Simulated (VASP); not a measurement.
# Bulk modulus and pressure derivative of hcp Hf from energy and from stress at r2SCAN+rVV10

A hafnium insert in the copper holder of a plasma-cutting torch is squeezed by its surroundings, and the stress at the joint depends on how strongly the metal resists a change of volume. I therefore want its bulk modulus $B_0$ and the pressure derivative $B_0'$. Seven uniformly scaled cells give two routes to them: the energy per atom above the lowest row, and the pressure from the stress tensor. Both are followed against Eulerian strain $f$, which is zero at the fitted volume $V_0$ and positive in compression. The energies give 118.7 GPa and 2.93; the pressures give a modulus about 1 % lower and a derivative of about 3.2. Most of this gap comes from the smearing of the occupations, which acts on the pressures but is extrapolated away in the energies.

## Systems and settings

One crystal, Hf (hcp) (known phase), at r2SCAN+rVV10: single-point runs on uniformly scaled copies of a cell relaxed at r2SCAN+rVV10; symmetry leaves the cell shape free, held here. Program: VASP 6.6.1, plane waves and PAW (data sets made for PBE of release 64), scalar-relativistic without spin-orbit coupling, no spin polarisation. Cutoff 400 eV; on the k meshes the divisions times the cell-vector length are 24 Å or more. Occupations: first-order Methfessel-Paxton smearing of 0.2 eV. The coarsest mesh (24 Å) is coarse for metals and narrow gaps.

Notes on method and selection:

- Third-order Birch-Murnaghan: P = 3·B0·f·(1 + 2f)^(5/2)·[1 + (3/2)(B0′ − 4)·f]. The fit to the energies of these runs gives B0 = 118.7 GPa and B0′ = 2.93.
- Static lattice. The pressure from the stress tensor and the slope of the energy need not agree exactly at a finite cutoff and mesh.
- With the cell shape held the modulus is an upper bound.
- rVV10 holds a nonlocal correlation term.
- A measured value is attached only where its sources agree among themselves; tables made before the last selection also left out values far from the computed one, as likely another phase or mode.
- Series whose points a third-order Birch-Murnaghan form does not fit, or whose B0′ lies outside 2 to 8, were left out.
- Crystals whose pressure at the fitted V0 departs from zero by more than 0.6 % of B0 plus 0.1 GPa, and layered compounds, were left out.
- Runs that did not converge, have known faults or may not be shown are not listed, and runs on Ansatz's PAW sets soft_1 and soft_2 are kept to separate tables.

Columns:

- Eulerian strain: Eulerian strain f = ½[(V0/V)^(2/3) − 1] with the fitted V0 = 22.1135 Å³ per atom, compression positive.
- fitted bulk modulus (GPa): bulk modulus at that volume from the third-order Birch-Murnaghan fit to the energies.
- volume (Å³): volume per atom.
- pressure (GPa): pressure from the stress tensor, compression positive.
- energy (meV/atom): energy per atom above the lowest point, extrapolated to zero smearing.

Input lines of one member:

```
PREC = Accurate
ENCUT = 400
EDIFF = 1E-06
NELM = 100
ISMEAR = 1
SIGMA = 0.2
LREAL = .FALSE.
ALGO = Normal
METAGGA = R2SCAN
LUSE_VDW = .TRUE.
IVDW_NL = 2
BPARAM = 11.95
CPARAM = 0.0093
LASPH = .TRUE.
NBANDS = 16
```

Command (options for logging and memory left out): `vasp_std`

## Results

```
member         Eulerian strain  fitted bulk modulus (GPa)  volume (Å³)  pressure (GPa)  energy (meV/atom)
V = 23.404 Å³  −0.01856         99.8                       23.4044      −6.24           25.88
V = 22.963 Å³  −0.01241         106.0                      22.9628      −4.34           11.52
V = 22.521 Å³  −0.00605         112.4                      22.5212      −2.27           2.71
V = 22.080 Å³  0.00051          119.2                      22.0796      0.00            0.00
V = 21.638 Å³  0.00730          126.4                      21.6381      2.47            3.89
V = 21.196 Å³  0.01432          133.9                      21.1965      5.14            14.90
V = 20.755 Å³  0.02159          141.8                      20.7549      8.03            33.55
```

Least-squares fits to the whole series, with x = Eulerian strain; R² and errors in the fitted variable (y, or ln y where the fit is in ln y):

```
y                  members  fit                                  R²    rms residual  leave-one-out rms  the same for the mean of the others
pressure (GPa)     7        y = −0.17830 + 351.73 x + 1334.8 x²  1.00  0.0078        0.019              5.6
energy (meV/atom)  7        y = 0.03029 − 24.19 x + 73340 x²     1.00  0.13          0.36               14
```

## What drives the series

From the largest cell to the smallest the pressure climbs from −6.24 to 8.03 GPa, and the modulus from the energy fit climbs from 99.8 to 141.8 GPa. The metal stiffens as it is compressed.

For the simplest model I assume that the energy depends on volume alone along this line of fixed cell shape, that a cubic in $f$ is enough, and that the stress-tensor pressure differs from the slope of the energy by at most a constant $p_0$. The first two assumptions give

$$E = E_0 + a f^2 + b f^3 .$$

Since $V = V_0(1+2f)^{-3/2}$, the volume changes as $dV/df = -3V_0(1+2f)^{-5/2}$. With $P = -dE/dV$ and the third assumption,

$$P = p_0 + \frac{(1+2f)^{5/2}}{3V_0}\,(2af + 3bf^2).$$

The modulus is $B = -V\,dP/dV = \tfrac{1}{3}(1+2f)\,dP/df$. At $f=0$ this gives

$$B_0 = \frac{2a}{9V_0}, \qquad B_0' = 4 + \frac{b}{a},$$

which is the third-order Birch-Murnaghan form. A $B_0'$ below 4 means that $b$ is negative: at equal size of strain, compression costs less energy than expansion. A possible electronic reason is the transfer of s electrons into d states on compression, familiar in early transition metals. These runs do not establish it: the s and d charges inside fixed spheres around the atoms both rise on compression, as they would if a smaller cell merely pushed more charge into the spheres.

The pressure route needs only derivatives at $f=0$, so $p_0$ drops out. From the quadratic fit to the pressures, $B_0$ = 351.73 / 3 = 117.2 GPa. Differentiating $B$ once more gives $B_0' = 2/3 + P''/(3P')$, where the primes on $P$ denote derivatives with respect to $f$, and hence 2 / 3 + 2 × 1334.8 / (3 × 351.73) = 3.20.

The printed quadratic fit to the energies has no cubic term, so $B_0'$ cannot be read from it.

## Testing the model

I fix $a$ and $b$ on the two end members, V = 23.404 Å³ and V = 20.755 Å³, and take $E_0$ as the energy of the lowest row. The true minimum lies only about 73670 × 0.00051² = 0.02 meV/atom below that row.

Dividing each energy by $f^2$ leaves $a + bf$:

- V = 23.404 Å³: 25.88 / 0.01856² = 75129 meV/atom
- V = 20.755 Å³: 33.55 / 0.02159² = 71976 meV/atom

The difference gives $b$ = (71976 − 75129) / (0.02159 + 0.01856) = −78530 meV/atom, and then $a$ = 75129 − 78530 × 0.01856 = 73670 meV/atom.

With 1 meV/Å³ = 0.1602 GPa, $B_0$ = 2 × 73670 × 0.1602 / (9 × 22.1135) = 118.6 GPa, and $B_0'$ = 4 − 78530 / 73670 = 2.93. Two rows thus recover the fit to all seven almost exactly, though the strains already carry $V_0$ from that fit, so the test is of the shape of the curve and not of its minimum.

For four members that were not used, the energy $(a + bf)f^2$ comes out as follows, in meV/atom:

- V = 22.963 Å³: (73670 + 78530 × 0.01241) × 0.01241² = 11.50; the table has 11.52.
- V = 22.521 Å³: (73670 + 78530 × 0.00605) × 0.00605² = 2.71; the table has 2.71.
- V = 21.638 Å³: (73670 − 78530 × 0.00730) × 0.00730² = 3.90; the table has 3.89.
- V = 21.196 Å³: (73670 − 78530 × 0.01432) × 0.01432² = 14.88; the table has 14.90.

The misses are at most 0.02 meV/atom, whereas predicting each row from the mean of the others misses by 14 meV/atom.

## Residuals

Largest departures from the fit to the whole series:

```
member         pressure (GPa)  fit    computed − fit  in rms residuals
V = 22.521 Å³  −2.27           −2.26  −0.01           1.6
V = 21.638 Å³  2.47            2.46   +0.01           1.2
V = 21.196 Å³  5.14            5.13   +0.01           1.0
V = 20.755 Å³  8.03            8.04   −0.01           1.0
```

The assumption that fails is the constant $p_0$. I put the energy-fit constants into the Birch-Murnaghan pressure and subtract the result from the tabulated pressure:

- V = 23.404 Å³: about −0.05 GPa
- V = 22.080 Å³: about −0.18 GPa
- V = 20.755 Å³: about −0.22 GPa

The change across the series, about 0.17 GPa over the whole range of strain, lowers the modulus by about 0.17 / (3 × (0.02159 + 0.01856)) = 1.4 GPa, nearly the whole difference between the two routes.

Most of this drift comes from comparing two different quantities. The stress is the derivative of the smeared free energy, whereas the tabulated energies are extrapolated to zero smearing. The free energies of the same runs are not in the table. Fitted in the same way, they bring the modulus most of the way to that of the pressure route and $B_0'$ almost onto it, and the offset that remains is still negative but changes much less along the series.

For that remaining offset the finite cutoff is a likely source, though no run at another cutoff tests it here. At fixed cutoff a larger cell holds more plane waves, which lowers its energy and adds an outward push to the energy slope that the stress tensor does not contain. Away from the relaxed volume the stress is also slightly anisotropic, larger in size along c than in the basal plane. This does not produce the offset, because under uniform scaling the mean normal stress alone does the work.

Leaving $p_0$ out would be a serious mistake near $f=0$. Dividing the pressure by $3f(1+2f)^{5/2}$ would then give roughly 130 GPa at V = 22.521 Å³ and roughly 110 GPa at V = 21.638 Å³.

## Closing remarks

Between strains of −0.01856 and 0.02159, two constants describe the energies once $V_0$ and $E_0$ are set, and the pressures need an offset from the slope of these energies that drifts with strain, mainly because of the smearing. I would quote $B_0$ as 117 to 119 GPa and $B_0'$ as about 3, for a static lattice at this level. The lower end of the modulus belongs to the smeared free energy and the upper end to energies extrapolated to zero smearing, so the range is not an error bar on one quantity. Holding the cell shape makes the modulus an upper bound, though the slight anisotropy suggests a small excess.

No omitted effect that I know of rivals the 42 GPa range of the modulus column, but two can exceed the difference of about 1.5 GPa between the routes. Warming to room temperature lowers the modulus by roughly 2 GPa, and another functional may move it by roughly 5 to 10 GPa, in either direction. A coarse k mesh would shift both routes largely together, so their agreement is no test of it.

[Logs are printed without paths, hosts, clocks, repeated set-up lines and the standing remarks that a program may print on its own settings, such as how far it seeks lower states.]
